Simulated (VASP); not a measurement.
Method: PBEsol GGA, VASP's PBE PAW potentials (set 64) (plane waves; VASP).

VASP input:

File KPOINTS:
```
Regular mesh
0
G
  7 7 7
0 0 0
```

### POSCAR
```
SnTe
4.5313660
  0.0000000000   0.7071068446   0.7071068446
  0.7071068446   0.0000000000   0.7071068446
  0.7071068446   0.7071068446   0.0000000000
Sn Te
1 1
direct
  0.0000000000   0.0000000000   0.0000000000
  0.5000000000   0.5000000000   0.5000000000
```

### INCAR
```
SYSTEM = SnTe
PREC = Accurate
ENCUT = 520
EDIFF = 1E-7
NELM = 100
ALGO = Normal
LREAL = .FALSE.
LASPH = .TRUE.
ISMEAR = 0
SIGMA = 0.05
GGA = PS
LMAXMIX = 4
LWAVE = .FALSE.
LCHARG = .FALSE.
ISIF = 2
```

POTCAR, in this order: Sn_d Te (PBE.64 set). Program: vasp_std.

The resulting files:

OSZICAR:
```
       N       E                     dE             d eps       ncg     rms          rms(c)
DAV:   1     0.121764875143E+03    0.12176E+03   -0.96608E+03   566   0.162E+03
DAV:   2     0.217460294505E+01   -0.11959E+03   -0.11701E+03   596   0.366E+02
DAV:   3    -0.811450809653E+01   -0.10289E+02   -0.10174E+02   758   0.979E+01
DAV:   4    -0.837561648658E+01   -0.26111E+00   -0.26102E+00   604   0.171E+01
DAV:   5    -0.838658130239E+01   -0.10965E-01   -0.10965E-01   822   0.338E+00    0.421E+00
DAV:   6    -0.831851364566E+01    0.68068E-01   -0.16922E-01   740   0.349E+00    0.267E+00
DAV:   7    -0.831638498871E+01    0.21287E-02   -0.49537E-02   686   0.147E+00    0.822E-01
DAV:   8    -0.831610834740E+01    0.27664E-03   -0.64638E-03   668   0.777E-01    0.140E-01
DAV:   9    -0.831614562409E+01   -0.37277E-04   -0.61322E-04   708   0.238E-01    0.312E-02
DAV:  10    -0.831613750421E+01    0.81199E-05   -0.55307E-05   664   0.712E-02    0.233E-02
DAV:  11    -0.831613761294E+01   -0.10873E-06   -0.30639E-05   666   0.488E-02    0.221E-02
DAV:  12    -0.831613740304E+01    0.20991E-06   -0.25158E-06   626   0.119E-02    0.118E-02
DAV:  13    -0.831613725585E+01    0.14719E-06   -0.95089E-08   384   0.239E-03    0.674E-03
DAV:  14    -0.831613715815E+01    0.97707E-07   -0.20643E-07   396   0.498E-03
   1 F= -.83161372E+01 E0= -.83161372E+01  d E =-.946792E-14
```

**OUTCAR**
```
------------------------ aborting loop because EDIFF is reached ----------------------------------------
  FORCE on cell =-STRESS in cart. coord.  units (eV):
  Direction    XX          YY          ZZ          XY          YZ          ZX
  --------------------------------------------------------------------------------------
  Total       -0.9884145     -0.9884145     -0.9884145      0.0000000      0.0000000      0.0000000
  in kB      -24.0700585    -24.0700585    -24.0700585      0.0000000      0.0000000      0.0000000
  external PRESSURE =     -24.0700585 kB  Pullay stress =       0.0000000 kB
  volume of cell :       65.79
      direct lattice vectors                 reciprocal lattice vectors
     0.000000000  3.204159914  3.204159914    -0.156047143  0.156047143  0.156047143
     3.204159914  0.000000000  3.204159914     0.156047143 -0.156047143  0.156047143
     3.204159914  3.204159914  0.000000000     0.156047143  0.156047143 -0.156047143
 POSITION                                       TOTAL-FORCE (eV/Angst)
 -----------------------------------------------------------------------------------
      0.00000      0.00000      0.00000         0.000000      0.000000      0.000000
      3.20416      3.20416      3.20416         0.000000      0.000000     -0.000000
 -----------------------------------------------------------------------------------
    total drift:                               -0.000000      0.000000      0.000000
  FREE ENERGIE OF THE ION-ELECTRON SYSTEM (eV)
  ---------------------------------------------------
  free  energy   TOTEN  =        -8.3161371581 eV

  energy  without entropy=       -8.3161371581  energy(sigma->0) =       -8.31613716
```
(Selected blocks of OUTCAR.)

The compound is SnTe in the rock salt structure, which distorts at low temperature. This cell is one point of a volume scan, at 1.06 of the reference volume.
